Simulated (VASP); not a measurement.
The system is CdTe.

```xyz
2
Lattice="0.0000 3.2486 3.2243 3.2486 0.0000 3.2243 3.2486 3.2486 0.0000" Properties=species:S:1:pos:R:3 pbc="T T T"
Cd    0.0000    0.0000    0.0000
Te    1.6243    1.6243    1.6121
```

The cell was built by a generator and isn't the measured one.

Base run:

| Quantity | Value |
| --- | --- |
| Program | VASP 6.6.1 |
| Functional | PBE |
| Potentials or basis | VASP PAW PBE potentials, release 64 (Cd, Te) |
| Cutoff | 520 eV |
| k mesh | 8 × 8 × 8 |
| Occupations | gaussian, width 0.02 eV |
| Spin | non-collinear spin, zero start, spin-orbit coupling |
| Starting moments | [[0.0, 0.0, 0.0], [0.0, 0.0, 0.0]] μB |

Its results: pressure 2.7 GPa; net moment 0.00 μB per cell.

**Question.** The run is repeated on the same cell with these changes: functional from PBE to LDA; potentials or basis from VASP PAW PBE potentials, release 64 (Cd, Te) to VASP PAW LDA potentials, release 64 (Cd, Te). What comes out?

**Answer.** Pressure -1.1 GPa; net moment 0.00 μB per cell.

Not every run made on this cell is shown here.
